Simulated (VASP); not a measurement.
Method: LDA (Ceperley-Alder, Perdew-Zunger), VASP's LDA PAW potentials (set 64) (plane waves; VASP 6.6.1).

VASP input:

### POSCAR
```
Co
8.140
  0.1541769042  -0.2670422604   0.0000000000
  0.1541769042   0.2670422604   0.0000000000
  0.0000000000   0.0000000000   0.5000000000
Co
2
Cart
  0.1541769042   0.0890142648   0.1250000000
  0.1541769042  -0.0890142648   0.3750000000
```

**KPOINTS**
```
Automatic mesh
0
Gamma
13 13 7
0 0 0
```

### INCAR
```
LREAL = .False.   ! projection in real space or not
EDIFF = 1E-6
LORBIT = 11   ! lm-projected
ISPIN = 2   ! spin-polarised
SIGMA = 0.136
LWAVE = .False.
NELM = 100   ! most electronic steps
LASPH = .True.   ! aspherical one-centre terms
ENCUT = 300   ! plane-wave cut-off (eV)
SYSTEM = Co
ALGO = Normal
PREC = Accurate
ISIF = 2   ! forces and stress, cell fixed
LCHARG = .False.
LMAXMIX = 4
ISMEAR = -1
MAGMOM = 2*2.0
```

POTCAR, in this order: Co (LDA.64 set). Program: vasp_std.

At this cut-off the stress carries a Pulay error, which pulls relaxed volumes low.

Task: Predict the energy per atom (σ→0), cell moment, pressure, band gap (on the k-mesh).

Result: 
```json
{
 "energy per atom (σ→0)": "-8.045 eV/atom",
 "cell_moment": "3.08 μB",
 "band gap (on the k-mesh)": "none (metal, semimetal or under 0.01 eV)",
 "pressure": "-227.8 kbar"
}
```

OSZICAR:
```
...
DAV:   8    -0.161751487378E+02    0.24742E-01   -0.13175E-02  7276   0.122E+00    0.164E+00
DAV:   9    -0.161611478784E+02    0.14001E-01   -0.33631E-03  7536   0.934E-01    0.433E-01
DAV:  10    -0.161598189127E+02    0.13290E-02   -0.29716E-04  6662   0.210E-01    0.115E-01
DAV:  11    -0.161597285673E+02    0.90345E-04   -0.43377E-05  6508   0.989E-02    0.294E-02
DAV:  12    -0.161597200240E+02    0.85433E-05   -0.35154E-06  4785   0.164E-02    0.167E-02
DAV:  13    -0.161597158649E+02    0.41591E-05   -0.14487E-06  3285   0.170E-02    0.831E-03
DAV:  14    -0.161597158657E+02   -0.78444E-09   -0.48336E-07  3003   0.916E-03
   1 F= -.16159716E+02 E0= -.16089430E+02  d E =-.140571E+00  mag=     3.0767
```

The structure is a typed Co crystal (P6_3/mmc). The cell was not relaxed at this level. The run is one of a series of settings (GGA removed, POTCAR Co (LDA.64 set) against the base run), some of them coarse on purpose.
